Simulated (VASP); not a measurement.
Energy against volume of SiC (wurtzite). Level of theory: r2SCAN+rVV10, VASP's PBE PAW potentials (set 64) (plane waves; VASP 6.6.1). Numerical set-up: 520 eV cut-off, 8×8×5 Γ-centred mesh, Gaussian smearing of 0.050 eV, potentials Si C.

Shape and ions are relaxed at each volume.

```
V (Å³/atom)  E (eV/atom)
-----------  -----------
9.993           -9.59931
10.302          -9.60641
10.611          -9.60019
10.920          -9.58247
```

**Question.** Fit these four points and predict the energy of the run at 9.684 Å³/atom.

**Answer.** A cubic in V^(−2/3), the third-order Birch-Murnaghan form, passes through the four points with V0 = 10.30 Å³/atom and B0 = 230 GPa, and gives -9.5768 eV/atom there. The run gave -9.5768 eV/atom, -0.0 meV/atom from the fit; all five points give B0 = 229 GPa.

The compound is SiC in the wurtzite structure, the rare 2H polytype. It was relaxed first.
